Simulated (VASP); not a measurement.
```
CeO2
1.0
    0.00000     2.71884     2.71884
    2.71884     0.00000     2.71884
    2.71884     2.71884     0.00000
Ce O
1 2
Cartesian
  0.00000   0.00000   0.00000
  1.35942   1.35942   1.35942
  4.07827   4.07827   4.07827
```

Computed with PBE GGA with D3 dispersion (zero damping), VASP's PBE PAW potentials (set 64) (plane waves; VASP). Settings: 520 eV cut-off, Gaussian smearing of 0.050 eV, potentials Ce O.

Problem. Estimate the band gap (along the path) with the smallest direct gap where there is one.

Solution. 
* **band gap (along the path)**: 1.90 eV
* **smallest direct gap (along the path)**: 1.99 eV

The compound is CeO2 in the fluorite structure. It was relaxed first. The run is not spin-polarised, so no magnetic state was tried.
